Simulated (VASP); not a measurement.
Data:

```
CELL_PARAMETERS angstrom
      0.00000     2.04500     2.04500
      2.04500     0.00000     2.04500
      2.04500     2.04500     0.00000
ATOMIC_POSITIONS crystal
  Ag 0.00000 0.00000 0.00000
```

Computed with PBEsol GGA, VASP's PBE PAW potentials (set 64) (plane waves; VASP). Settings: 400 eV cut-off, 14×14×14 Γ-centred mesh, first-order Methfessel-Paxton smearing of 0.10 eV, potentials Ag.

Energy and stress use the plane-wave basis of the starting cell.

Problem. The ions, cell shape and volume are relaxed. Give the cell that the relaxation ends in.

Solution. 
```
CELL_PARAMETERS angstrom
      0.00000     2.02384     2.02384
      2.02384     0.00000     2.02384
      2.02384     2.02384     0.00000
ATOMIC_POSITIONS crystal
  Ag 0.00000 0.00000 0.00000
```
Space group Fm-3m (225), at a tolerance of 0.03 Å.

Problem. How do energy and volume change from the first to the last step?

Solution. The energy (σ→0) changes by -6.2 meV/atom and the volume by -3.1 %, in 3 ionic steps.

| step | E(σ→0) (eV) | max force (eV/Å) | pressure (GPa) | volume (Å³) |
|---|---|---|---|---|
| 1 | -3.3043 | 0.000 | -3.55 | 17.10 |
| 2 | -3.3065 | 0.000 | 3.23 | 16.18 |
| 3 | -3.3104 | 0.000 | -0.01 | 16.58 |

The compound is Ag in the fcc structure. This run relaxes it. Symmetry was kept, so distortions that lower it aren't found.
